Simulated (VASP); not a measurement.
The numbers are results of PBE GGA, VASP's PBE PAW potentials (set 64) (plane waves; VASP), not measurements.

A VASP calculation is set up with these files.

**KPOINTS**
```
Automatic mesh
0
Gamma
5 5 7
0 0 0
```

POSCAR:
```
TiO2
1.0
  4.6391120565   0.0000000000   0.0000000000
  0.0000000000   4.6391120565   0.0000000000
  0.0000000000   0.0000000000   2.9725014065
Ti O
2 4
Cartesian
  0.0000000000   0.0000000000   0.0000000000
  2.3195560283   2.3195560283   1.4862507033
  1.4142609902   1.4142609902   0.0000000000
  3.7338170184   0.9052950381   1.4862507033
  0.9052950381   3.7338170184   1.4862507033
  3.2248510663   3.2248510663   2.9725014065
```

### INCAR
```
ALGO  =  Normal
EDIFF  =  1E-6
EDIFFG  =  -0.02
ENCUT  =  530
GGA  =  PE
IBRION  =  2
ISIF  =  3
ISMEAR  =  0
LASPH  =  .TRUE.
LCHARG  =  .FALSE.
LMAXMIX  =  4
LREAL  =  .FALSE.
LWAVE  =  .FALSE.
NELM  =  100
NSW  =  60
PREC  =  Accurate
SIGMA  =  0.05
SYSTEM  =  TiO2
```

POTCAR, in this order: Ti_sv O (PBE.64 set). Program: vasp_std.

Question: What will the output report for the number of irreducible k-points (NKPTS), largest plane-wave count, number of space-group operations, FFT grid (NGX, NGY, NGZ)?

Answer: 
```json
{
  "number of irreducible k-points (NKPTS)": "24",
  "largest_plane_wave_count": "1803",
  "number_of_space_group_operations": "16",
  "FFT grid (NGX, NGY, NGZ)": "36 × 36 × 24"
}
```

The compound is TiO2 in the rutile structure. This run relaxes it. Symmetry was kept, so distortions that lower it aren't found. The start is the result of an earlier pass.
